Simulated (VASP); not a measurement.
Level of theory: PBEsol GGA, VASP's PBE PAW potentials (set 64) (plane waves; VASP).

VASP input:

**POSCAR**
```
InSb
1.0
  0.0000000000   3.0923430445   3.0923430445
  3.0923430445   0.0000000000   3.0923430445
  3.0923430445   3.0923430445   0.0000000000
In Sb
1 1
Direct
  0.0000000000   0.0000000000   0.0000000000
  0.2500000000   0.2500000000   0.2500000000
```

INCAR:
```
! general
SYSTEM  = InSb
PREC    = Accurate
ENCUT   = 500
LREAL   = .False.
LASPH   = .True.

! electronic loop
EDIFF   = 1E-6
NELM    = 100
ALGO    = Normal
LMAXMIX = 4

! smearing
ISMEAR  = 0
SIGMA   = 0.05

! functional
GGA     = PS

! ions
IBRION  = 2
NSW     = 40
ISIF    = 3
EDIFFG  = -0.02
PSTRESS = 200

! output
LWAVE   = .False.
LCHARG  = .False.
```

### KPOINTS
```
Automatic mesh
0
Gamma
7 7 7
0 0 0
```

POTCAR, in this order: In_d Sb (PBE.64 set). Program: vasp_std.

Output of the run:

OSZICAR:
```
       N       E                     dE             d eps       ncg     rms          rms(c)
DAV:   1     0.112633542852E+03    0.11263E+03   -0.80883E+03   520   0.141E+03
DAV:   2    -0.407101915095E+00   -0.11304E+03   -0.11068E+03   545   0.318E+02
DAV:   3    -0.741635369101E+01   -0.70093E+01   -0.69202E+01   685   0.863E+01
DAV:   4    -0.759727007583E+01   -0.18092E+00   -0.18087E+00   620   0.158E+01
DAV:   5    -0.760563389469E+01   -0.83638E-02   -0.83636E-02   756   0.285E+00    0.513E+00
DAV:   6    -0.745431238634E+01    0.15132E+00   -0.22241E-01   720   0.985E+00    0.292E+00
DAV:   7    -0.741909681226E+01    0.35216E-01   -0.10692E-01   690   0.427E+00    0.731E-01
DAV:   8    -0.741807537641E+01    0.10214E-02   -0.10610E-02   692   0.156E+00    0.387E-01
DAV:   9    -0.741837800959E+01   -0.30263E-03   -0.81903E-04   593   0.296E-01    0.866E-02
DAV:  10    -0.741839372862E+01   -0.15719E-04   -0.39694E-05   717   0.527E-02    0.484E-02
DAV:  11    -0.741841012433E+01   -0.16396E-04   -0.25296E-05   560   0.505E-02    0.236E-02
DAV:  12    -0.741841069080E+01   -0.56647E-06   -0.76132E-07   400   0.850E-03
   1 F= -.35758541E-01 E0= -.35758541E-01  d E =-.357585E-01
       N       E                     dE             d eps       ncg     rms          rms(c)
DAV:   1    -0.209334907869E+02   -0.13515E+02   -0.26176E+02   660   0.271E+02    0.349E+01
DAV:   2    -0.584481760062E+01    0.15089E+02   -0.53700E+01   615   0.278E+02    0.677E+00
DAV:   3    -0.511564218422E+01    0.72918E+00   -0.29395E+00   620   0.176E+01    0.619E+00
DAV:   4    -0.494429435529E+01    0.17135E+00   -0.56681E-01   633   0.871E+00    0.314E+00
DAV:   5    -0.495566099698E+01   -0.11367E-01   -0.27253E-02   745   0.198E+00    0.139E+00
DAV:   6    -0.495794061678E+01   -0.22796E-02   -0.98836E-03   738   0.160E+00    0.321E-01
DAV:   7    -0.495791626823E+01    0.24349E-04   -0.85491E-04   593   0.356E-01    0.115E-01
DAV:   8    -0.495794352313E+01   -0.27255E-04   -0.53837E-05   853   0.110E-01    0.169E-02
DAV:   9    -0.495794350062E+01    0.22509E-07   -0.75547E-06   678   0.463E-02
   2 F= 0.60651242E+00 E0= 0.60654643E+00  d E =0.642271E+00
       N       E                     dE             d eps       ncg     rms          rms(c)
DAV:   1    -0.124272467325E+02   -0.74693E+01   -0.16840E+02   655   0.365E+02    0.134E+01
DAV:   2    -0.803264905968E+01    0.43946E+01   -0.10163E+01   645   0.693E+01    0.571E+00
DAV:   3    -0.700972505108E+01    0.10229E+01   -0.35614E+00   690   0.403E+01    0.163E+00
DAV:   4    -0.697623142927E+01    0.33494E-01   -0.25954E-01   640   0.812E+00    0.107E+00
DAV:   5    -0.696763818582E+01    0.85932E-02   -0.13021E-02   763   0.140E+00    0.518E-01
DAV:   6    -0.696555387494E+01    0.20843E-02   -0.81264E-03   630   0.223E+00    0.220E-01
DAV:   7    -0.696501382804E+01    0.54005E-03   -0.24018E-03   640   0.947E-01    0.613E-02
DAV:   8    -0.696499088757E+01    0.22940E-04   -0.25608E-04   635   0.351E-01    0.207E-02
DAV:   9    -0.696498968383E+01    0.12037E-05   -0.27046E-05   640   0.134E-01    0.711E-03
DAV:  10    -0.696498853703E+01    0.11468E-05   -0.41005E-06   435   0.485E-02    0.397E-03
DAV:  11    -0.696498866442E+01   -0.12739E-06   -0.43454E-07   320   0.717E-03
   3 F= -.21893726E+00 E0= -.21893726E+00  d E =-.183179E+00
       N       E                     dE             d eps       ncg     rms          rms(c)
DAV:   1    -0.693685741411E+01    0.28131E-01   -0.95077E-02   665   0.691E+00    0.417E-01
DAV:   2    -0.693344291709E+01    0.34145E-02   -0.74824E-03   635   0.228E+00    0.141E-01
DAV:   3    -0.693290354292E+01    0.53937E-03   -0.15097E-03   700   0.917E-01    0.853E-02
DAV:   4    -0.693289257168E+01    0.10971E-04   -0.65698E-05   535   0.840E-02    0.579E-02
DAV:   5    -0.693288461710E+01    0.79546E-05   -0.12707E-05   630   0.366E-02    0.234E-02
DAV:   6    -0.693288549083E+01   -0.87373E-06   -0.16338E-06   464   0.148E-02
   4 F= -.21962744E+00 E0= -.21962744E+00  d E =-.183869E+00
```

**OUTCAR**
```
------------------------ aborting loop because EDIFF is reached ----------------------------------------
  FORCE on cell =-STRESS in cart. coord.  units (eV):
  Direction    XX          YY          ZZ          XY          YZ          ZX
  --------------------------------------------------------------------------------------
  Total        6.6800684      6.6800684      6.6800684      0.0000000      0.0000000     -0.0000000
  in kB      199.0112212    199.0112212    199.0112212      0.0000000      0.0000000     -0.0000000
  external PRESSURE =      -0.9887788 kB  Pullay stress =     200.0000000 kB
  volume of cell :       53.78
      direct lattice vectors                 reciprocal lattice vectors
    -0.000000000  2.995904584  2.995904584    -0.166894501  0.166894501  0.166894501
     2.995904584 -0.000000000  2.995904584     0.166894501 -0.166894501  0.166894501
     2.995904584  2.995904584 -0.000000000     0.166894501  0.166894501 -0.166894501
  FREE ENERGIE OF THE ION-ELECTRON SYSTEM (eV)
  ---------------------------------------------------
  free  energy   TOTEN  =        -6.9328854908 eV

  energy  without entropy=       -6.9328854908  energy(sigma->0) =       -6.93288549
  enthalpy is  TOTEN    =        -0.2196274364 eV   P V=        6.7132580544

 reached required accuracy - stopping structural energy minimisation
```
(Selected blocks of OUTCAR.)

### CONTCAR
```
InSb
   1.00000000000000
    -0.0000000000000000    2.9959045844367154    2.9959045844367154
     2.9959045844367154   -0.0000000000000000    2.9959045844367154
     2.9959045844367154    2.9959045844367154   -0.0000000000000000
  In              Sb
     1     1
Direct
     0.0000000000000000    0.0000000000000000    1.0000000000000000
     0.2500000000000000    0.2500000000000000    0.2500000000000000
```

### OUTCAR
```
 val. band max:        7.8362583297   @ k =   0.0000   0.0000   0.0000

 cond. band min:       8.5289998405   @ k =   0.4286   0.4286   0.0000


 Fermi energy:         8.0885929744

 k-point     1 :       0.0000    0.0000    0.0000
  band No.  band energies     occupation
      1      -7.4762      2.00000
      2      -7.4762      2.00000
      3      -7.4762      2.00000
      4      -7.2988      2.00000
      5      -7.2988      2.00000
      6      -4.7075      2.00000
      7       7.8363      2.00000
      8       7.8363      2.00000
      9       7.8363      2.00000
     10       8.9724      0.00000
     11      10.6472      0.00000
     12      10.6472      0.00000
     13      10.6472      0.00000

 k-point     2 :       0.1429    0.0000    0.0000
  band No.  band energies     occupation
      1      -7.5019      2.00000
      2      -7.4667      2.00000
      3      -7.4667      2.00000
      4      -7.3000      2.00000
      5      -7.3000      2.00000
      6      -4.4481      2.00000
      7       5.6095      2.00000
      8       7.4299      2.00000
      9       7.4299      2.00000
     10       9.4577      0.00000
     11      11.1461      0.00000
     12      11.1461      0.00000
     13      11.7114      0.00000

 k-point     3 :       0.2857    0.0000    0.0000
  band No.  band energies     occupation
      1      -7.5554      2.00000
      2      -7.4476      2.00000
      3      -7.4476      2.00000
      4      -7.3000      2.00000
      5      -7.3000      2.00000
      6      -3.7237      2.00000
      7       3.0159      2.00000
      8       6.8061      2.00000
      9       6.8061      2.00000
     10       9.0380      0.00000
     11      11.6325      0.00000
     12      11.6325      0.00000
     13      13.6559      0.00000

 k-point     4 :       0.4286    0.0000    0.0000
  band No.  band energies     occupation
      1      -7.5952      2.00000
      2      -7.4354      2.00000
      3      -7.4354      2.00000
...
```

Energy and stress use the plane-wave basis of the starting cell. Unless said otherwise, spin-orbit coupling is left out, though it shifts the bands of the heavy elements here.

The structure was generated: InSb was put into the zinc blende type (F-43m), which need not be its known phase. This run relaxes it under an external pressure of 20 GPa. Symmetry was kept, so distortions that lower it aren't found.
